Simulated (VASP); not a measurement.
Consider the following.

```yaml
crystal:
  lattice:
    - [0.00000, 2.78741, 2.78741]
    - [2.78741, 0.00000, 2.78741]
    - [2.78741, 2.78741, 0.00000]
  atoms:
    - { symbol: Co, position: [0.00000, 0.00000, 0.00000] }
    - { symbol: Si, position: [0.25000, 0.25000, 0.25000] }
    - { symbol: Si, position: [0.75000, 0.75000, 0.75000] }
```

Computed with vdW-DF2, VASP's PBE PAW potentials (set 64) (plane waves; VASP). Settings: 520 eV cut-off, 10×10×10 Γ-centred mesh, first-order Methfessel-Paxton smearing of 0.10 eV, potentials Co Si.

Question: Give the stress tensor in GPa (positive for a compressed cell).

Answer: 
```
-6.24   0.00   0.00
 0.00  -6.24   0.00
 0.00   0.00  -6.24
```
The pressure is its mean diagonal, -6.24 GPa.

The compound is CoSi2 in the fluorite structure. This cell is one point of a volume scan, at 1.06 of the reference volume. The run is not spin-polarised, so no magnetic state was tried. The electron count is odd and the run is not spin-polarised, which forces a metal.
